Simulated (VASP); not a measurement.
Level of theory: PBE GGA, VASP's PBE PAW potentials (set 64) (plane waves; VASP).

VASP input:

### INCAR
```
ALGO=Normal
CSHIFT=0.1
EDIFF=1E-7
ENCUT=400
GGA=PE
ISMEAR=0
LASPH=.TRUE.
LCHARG=.FALSE.
LMAXMIX=4
LOPTICS=.TRUE.
LREAL=.FALSE.
LWAVE=.FALSE.
NBANDS=78
NEDOS=1001
NELM=100
PREC=Accurate
SIGMA=0.01
SYSTEM=CsSnI3
```

### POSCAR
```
CsSnI3
12.4806730
  0.4999999914   0.0000000000   0.0000000000
  0.0000000000   0.4999999914   0.0000000000
  0.0000000000   0.0000000000   0.4999999914
Cs Sn I
1 1 3
Direct
  0.0000000000   0.0000000000   0.0000000000
  0.5000000000   0.5000000000   0.5000000000
  0.5000000000   0.0000000000   0.5000000000
  0.0000000000   0.5000000000   0.5000000000
  0.5000000000   0.5000000000   0.0000000000
```

### KPOINTS
```
Automatic mesh
0
Gamma
8 8 8
0 0 0
```

POTCAR, in this order: Cs_sv Sn_d I (PBE.64 set). Program: vasp_std.

The dielectric response may not be converged in the k-mesh; for small gaps it tends to come out too large. Unless said otherwise, spin-orbit coupling is left out, though it shifts the bands of the heavy elements here.

Q: Estimate the energy per atom (σ→0), band gap (on the k-mesh).

A: 
```yaml
energy per atom (σ→0): -270.8 kJ/mol of atoms
band gap (on the k-mesh): 0.38 eV
```

File OSZICAR:
```
...
DAV:   9    -0.140322844619E+02    0.17077E-02   -0.22085E-03  7184   0.207E-01    0.120E-01
DAV:  10    -0.140324547114E+02   -0.17025E-03   -0.71886E-04  6442   0.589E-02    0.482E-02
DAV:  11    -0.140324839664E+02   -0.29255E-04   -0.79561E-05  6600   0.262E-02    0.198E-02
DAV:  12    -0.140324803032E+02    0.36632E-05   -0.10982E-05  6426   0.791E-03    0.736E-03
DAV:  13    -0.140324800791E+02    0.22410E-06   -0.21632E-06  6248   0.312E-03    0.171E-03
DAV:  14    -0.140324800707E+02    0.83946E-08   -0.22537E-07  6864   0.143E-03
   1 F= -.14032480E+02 E0= -.14032480E+02  d E =-.362067E-14
 imaginary and real dielectric function
```

The compound is CsSnI3 in the cubic perovskite structure, the ideal cubic form; the compound distorts at low or room temperature. It was relaxed first.
